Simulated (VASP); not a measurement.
Data:

```
CELL_PARAMETERS angstrom
      1.50405    -2.60509     0.00000
      1.50405     2.60509     0.00000
      0.00000     0.00000     5.88026
ATOMIC_POSITIONS crystal
  Cd 0.33333 0.66667 0.25000
  Cd 0.66667 0.33333 0.75000
```

The numbers are results of PBE GGA, VASP's PBE PAW potentials (set 64) (plane waves; VASP 6.6.1), not measurements. Settings: 480 eV cut-off, 14×14×6 Γ-centred mesh, first-order Methfessel-Paxton smearing of 0.10 eV, potentials Cd.

**Question.** What does the run give for the energy per atom (σ→0), band gap (on the k-mesh) with the smallest direct gap where there is one?

**Answer.** 
- band gap (on the k-mesh) = none (metal, semimetal or under 0.01 eV)
- energy per atom (σ→0) = -71.5 kJ/mol of atoms

Total energies compare only between runs with the same potentials, cut-off and functional.

The compound is Cd in the hcp structure. This cell was strained or had an atom moved on purpose.
